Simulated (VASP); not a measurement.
Consider the following.

```xyz
4
Lattice="3.6605 0.0000 0.0000 0.0000 3.6605 0.0000 0.0000 0.0000 3.6605" Properties=species:S:1:pos:R:3 pbc="T T T"
Fe     0.0000     1.8302     1.8302
Fe     1.8302     0.0000     1.8302
Fe     1.8302     1.8302     0.0000
Ge     0.0000     0.0000     0.0000
```

All values below come from r2SCAN meta-GGA, VASP's PBE PAW potentials (set 64) (plane waves; VASP). Run with 400 eV cut-off, 11×11×11 Γ-centred mesh, tetrahedra with Blöchl corrections, potentials Fe Ge_d.

The run has a spin-polarised start.

Q: Tabulate the total density of states (states/eV per cell) against energy (eV; zero at the valence-band maximum or, without a gap, the Fermi level).

A: 
```
E (eV) | DOS (states/eV)
    -9.98 | #### 1.07
    -9.74 | # 0.29
    -9.50 |  0.02
    -9.26 |  0.00
    -9.02 |  0.00
    -8.90 |  0.00
    -8.66 |  0.00
    -8.42 |  0.00
    -8.18 |  0.00
    -7.94 |  0.00
    -7.70 | # 0.23
    -7.46 | # 0.38
    -7.22 | ## 0.56
    -6.98 | ### 0.76
    -6.74 | #### 1.11
    -6.62 | ##### 1.51
    -6.38 | ##### 1.56
    -6.14 | ###### 1.81
    -5.90 | ###### 1.69
    -5.66 | ###### 1.74
    -5.42 | ####### 1.92
    -5.18 | ########### 3.06
    -4.94 | #################### 5.67
    -4.70 | ####### 2.11
    -4.46 | ######## 2.27
    -4.34 | ############ 3.53
    -4.10 | ################# 4.89
    -3.86 | ############ 3.40
    -3.62 | ###################### 6.43
    -3.38 | ################## 5.20
    -3.14 | ##################### 6.00
    -2.90 | ############################## 8.68
    -2.66 | ######################### 7.37
    -2.42 | ######################## 6.93
    -2.18 | ############### 4.26
    -2.06 | ############### 4.32
    -1.82 | #################### 5.71
    -1.58 | ################### 5.41
    -1.34 | ############# 3.65
    -1.10 | ###### 1.75
    -0.86 | ########### 3.14
    -0.62 | ########### 3.14
    -0.38 | ######## 2.40
    -0.14 | ###### 1.63
     0.10 | ##### 1.49
     0.22 | ####### 2.08
     0.46 | ###### 1.78
     0.70 | ########### 3.13
     0.94 | ############## 4.14
     1.18 | ################# 4.84
     1.42 | ################## 5.14
     1.66 | ################### 5.38
     1.90 | ############## 4.18
     2.14 | ########## 2.82
     2.38 | ###### 1.72
     2.50 | ##### 1.44
     2.74 | ########## 2.76
     2.98 | ###### 1.76
     3.22 | ##### 1.39
     3.46 | #### 1.17
```
Within 2 eV below the Fermi level the largest weight inside VASP's projection spheres is Fe d.

The structure comes from a computed database's Fe3Ge entry (Pm-3m); how it stands against other phases isn't given here. The cell was not relaxed at this level.
